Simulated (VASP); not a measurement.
All values below come from PBE GGA, VASP's PBE PAW potentials (set 64) (plane waves; VASP).

VASP ran on this input.

**POSCAR**
```
MoSi2
1.0
 -1.5832582167   1.5832582167   3.8884246636
  1.5832582167  -1.5832582167   3.8884246636
  1.5832582167   1.5832582167  -3.8884246636
Si Mo
2 1
Cartesian
 -0.0000000000   0.0000000000   5.1758188190
  1.5832582167   1.5832582167  -1.2873941554
  0.0000000000   0.0000000000   0.0000000000
```

### INCAR
```
! general
SYSTEM  = MoSi2
PREC    = Accurate
ENCUT   = 500
LREAL   = .FALSE.
LASPH   = .TRUE.

! electronic loop
EDIFF   = 1E-6
NELM    = 100
ALGO    = Normal
LMAXMIX = 4

! smearing
ISMEAR  = 1
SIGMA   = 0.1

! functional
GGA     = PE

! ions
IBRION  = 2
NSW     = 40
ISIF    = 3
EDIFFG  = -0.02
PSTRESS = 100

! output
LWAVE   = .FALSE.
LCHARG  = .FALSE.
```

File KPOINTS:
```
Automatic mesh
0
Gamma
13 13 13
0 0 0
```

POTCAR, in this order: Si Mo_sv (PBE.64 set). Program: vasp_std.

The run wrote:

### OSZICAR
```
       N       E                     dE             d eps       ncg     rms          rms(c)
DAV:   1     0.120663844381E+03    0.12066E+03   -0.11260E+04  5880   0.136E+03
DAV:   2    -0.211732839458E+02   -0.14184E+03   -0.14002E+03  7266   0.335E+02
DAV:   3    -0.240709459316E+02   -0.28977E+01   -0.28658E+01  7771   0.434E+01
DAV:   4    -0.240842983085E+02   -0.13352E-01   -0.13351E-01  6769   0.347E+00
DAV:   5    -0.240844180551E+02   -0.11975E-03   -0.11974E-03  7868   0.298E-01    0.231E+01
DAV:   6    -0.233496467008E+02    0.73477E+00   -0.68148E+00  6888   0.183E+01    0.530E+00
DAV:   7    -0.232410145349E+02    0.10863E+00   -0.96499E-01  6595   0.637E+00    0.484E+00
DAV:   8    -0.232079542340E+02    0.33060E-01   -0.11165E-01  6979   0.284E+00    0.458E-01
DAV:   9    -0.232073493669E+02    0.60487E-03   -0.20091E-03  7322   0.414E-01    0.241E-01
DAV:  10    -0.232073129678E+02    0.36399E-04   -0.61833E-04  7084   0.235E-01    0.566E-02
DAV:  11    -0.232073018030E+02    0.11165E-04   -0.21863E-04  7000   0.120E-01    0.372E-02
DAV:  12    -0.232072976772E+02    0.41258E-05   -0.27198E-05  6713   0.389E-02    0.693E-03
DAV:  13    -0.232072972425E+02    0.43465E-06   -0.57102E-07  3829   0.677E-03
   1 F= -.20773824E+02 E0= -.20773765E+02  d E =-.207738E+02
```

### OUTCAR
```
------------------------ aborting loop because EDIFF is reached ----------------------------------------
  FORCE on cell =-STRESS in cart. coord.  units (eV):
  Direction    XX          YY          ZZ          XY          YZ          ZX
  --------------------------------------------------------------------------------------
  Total        2.4650512      2.4650512      2.4132192      0.0000000     -0.0000000      0.0000000
  in kB      101.2976442    101.2976442     99.1676865      0.0000000     -0.0000000      0.0000000
  external PRESSURE =       0.5876583 kB  Pullay stress =     100.0000000 kB
  volume of cell :       38.99
      direct lattice vectors                 reciprocal lattice vectors
    -1.583258217  1.583258217  3.888424664     0.000000000  0.315804456  0.128586778
     1.583258217 -1.583258217  3.888424664     0.315804456  0.000000000  0.128586778
     1.583258217  1.583258217 -3.888424664     0.315804456  0.315804456  0.000000000
 POSITION                                       TOTAL-FORCE (eV/Angst)
 -----------------------------------------------------------------------------------
      0.00000      0.00000      5.17582        -0.000000     -0.000000      0.006796
      0.00000      0.00000      2.60103        -0.000000     -0.000000     -0.006796
      0.00000      0.00000      0.00000         0.000000      0.000000      0.000000
 -----------------------------------------------------------------------------------
    total drift:                               -0.000000     -0.000000      0.000000
  FREE ENERGIE OF THE ION-ELECTRON SYSTEM (eV)
  ---------------------------------------------------
  free  energy   TOTEN  =       -23.2072972425 eV

  energy  without entropy=      -23.2071215482  energy(sigma->0) =      -23.20723868
  enthalpy is  TOTEN    =       -20.7738238659 eV   P V=        2.4334733766

 reached required accuracy - stopping structural energy minimisation
```
(Selected blocks of OUTCAR.)

### OUTCAR
```
 val. band max:       12.7670083409   @ k =  -0.3077  -0.3846   0.3077

 cond. band min:      12.8074170293   @ k =   0.0769  -0.0000   0.0000


 Fermi energy:        12.7824426379

 k-point     1 :       0.0000    0.0000    0.0000
  band No.  band energies     occupation
      1     -47.9411      2.00000
      2     -22.1193      2.00000
      3     -22.0184      2.00000
      4     -22.0184      2.00000
      5      -0.9376      2.00000
      6       6.1636      2.00000
      7       9.3370      2.00000
      8       9.5477      2.00000
      9      10.0328      2.00000
     10      10.0328      2.00000
     11      13.1456     -0.00000
     12      15.8007      0.00000
     13      16.0814      0.00000
     14      16.3997      0.00000
     15      16.3997      0.00000

 k-point     2 :       0.0769   -0.0000    0.0000
  band No.  band energies     occupation
      1     -47.9399      2.00000
      2     -22.1180      2.00000
      3     -22.0354      2.00000
      4     -22.0169      2.00000
      5      -0.8266      2.00000
      6       6.1776      2.00000
      7       8.8970      2.00000
      8       9.5616      2.00000
      9      10.1062      2.00000
     10      10.2702      2.00000
     11      12.8074      0.59156
     12      15.6118      0.00000
     13      15.8743      0.00000
     14      16.0999      0.00000
     15      16.7459      0.00000

 k-point     3 :       0.1538   -0.0000    0.0000
  band No.  band energies     occupation
      1     -47.9364      2.00000
      2     -22.1146      2.00000
      3     -22.0821      2.00000
      4     -22.0125      2.00000
      5      -0.4991      2.00000
      6       6.1744      2.00000
      7       8.1802      2.00000
      8       9.5453      2.00000
      9      10.3157      2.00000
     10      10.4930      2.00000
     11      12.1343      2.00000
     12      14.8879      0.00000
     13      15.2659      0.00000
     14      16.7282      0.00000
     15      17.1425      0.00000
...
```

The compound is MoSi2 in the MoSi2 type structure. It was relaxed first under an external pressure of 10 GPa.
